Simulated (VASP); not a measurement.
Computed with optB86b-vdW, VASP's PBE PAW potentials (set 64) (plane waves; VASP 6.6.1).

The input files of a VASP run:

### POSCAR
```
CdS
1
    0.0000000000     2.9426052609     2.9426052609
    2.9426052609     0.0000000000     2.9426052609
    2.9426052609     2.9426052609     0.0000000000
Cd S
1 1
Direct
  0.0000000000   0.0000000000   0.0000000000
  0.2500000000   0.2500000000   0.2500000000
```

INCAR:
```
# general
SYSTEM  =CdS
PREC    =Accurate
ENCUT   =520   # plane-wave cut-off (eV)
LREAL   =.FALSE.
LASPH   =.TRUE.   # aspherical one-centre terms

# electronic loop
EDIFF   =1E-7   # SCF stop (eV)
NELM    =100
ALGO    =Normal   # blocked Davidson
LMAXMIX =4   # l cut-off of mixed one-centre charges

# smearing
ISMEAR  =0   # Gaussian
SIGMA   =0.05   # width (eV)

# functional
GGA     =MK
LUSE_VDW=.TRUE.
AGGAC   =0.0
PARAM1  =0.1234
PARAM2  =1.0

# ions
ISIF    =2   # forces and stress, cell fixed

# output
LWAVE   =.FALSE.
LCHARG  =.FALSE.
```

**KPOINTS**
```
kpoints
0
gamma
8 8 8
0 0 0
```

POTCAR, in this order: Cd S (PBE.64 set). Program: vasp_std.

What VASP printed:

File OSZICAR:
```
       N       E                     dE             d eps       ncg     rms          rms(c)
DAV:   1     0.113841693324E+03    0.11384E+03   -0.93199E+03   762   0.127E+03
DAV:   2     0.286720594518E+01   -0.11097E+03   -0.10520E+03   869   0.292E+02
DAV:   3    -0.198400432180E+01   -0.48512E+01   -0.48371E+01   899   0.637E+01
DAV:   4    -0.201834299686E+01   -0.34339E-01   -0.34335E-01   854   0.539E+00
DAV:   5    -0.201884799053E+01   -0.50499E-03   -0.50499E-03   904   0.635E-01    0.774E+00
DAV:   6    -0.150461881327E+01    0.51423E+00   -0.10616E+00  1072   0.141E+01    0.616E+00
DAV:   7    -0.148983788167E+01    0.14781E-01   -0.19149E-01   774   0.356E+00    0.317E+00
DAV:   8    -0.148958546042E+01    0.25242E-03   -0.18654E-02   799   0.207E+00    0.271E-01
DAV:   9    -0.148931553831E+01    0.26992E-03   -0.24234E-03   849   0.815E-01    0.744E-02
DAV:  10    -0.148942714845E+01   -0.11161E-03   -0.25196E-04   794   0.163E-01    0.718E-02
DAV:  11    -0.148947769503E+01   -0.50547E-04   -0.82610E-05   777   0.110E-01    0.159E-02
DAV:  12    -0.148946994524E+01    0.77498E-05   -0.33675E-05   934   0.829E-02    0.770E-03
DAV:  13    -0.148947047317E+01   -0.52793E-06   -0.29235E-06   764   0.135E-02    0.455E-03
DAV:  14    -0.148947042381E+01    0.49366E-07   -0.72334E-08   652   0.283E-03
   1 F= -.14894704E+01 E0= -.14894704E+01  d E =-.132922E-14
```

### OUTCAR
```
------------------------ aborting loop because EDIFF is reached ----------------------------------------
  FORCE on cell =-STRESS in cart. coord.  units (eV):
  Direction    XX          YY          ZZ          XY          YZ          ZX
  --------------------------------------------------------------------------------------
  Total        0.0022199      0.0022199      0.0022199      0.0000000      0.0000000     -0.0000000
  in kB        0.0697937      0.0697937      0.0697937      0.0000000      0.0000000     -0.0000000
  external PRESSURE =       0.0697937 kB  Pullay stress =       0.0000000 kB
  volume of cell :       50.96
      direct lattice vectors                 reciprocal lattice vectors
     0.000000000  2.942605261  2.942605261    -0.169917456  0.169917456  0.169917456
     2.942605261  0.000000000  2.942605261     0.169917456 -0.169917456  0.169917456
     2.942605261  2.942605261  0.000000000     0.169917456  0.169917456 -0.169917456
  FREE ENERGIE OF THE ION-ELECTRON SYSTEM (eV)
  ---------------------------------------------------
  free  energy   TOTEN  =        -1.4894704238 eV

  energy  without entropy=       -1.4894704238  energy(sigma->0) =       -1.48947042
```
(Selected blocks of OUTCAR.)

The compound is CdS in the zinc blende structure, a metastable form; wurtzite is the usual one. It was relaxed first.
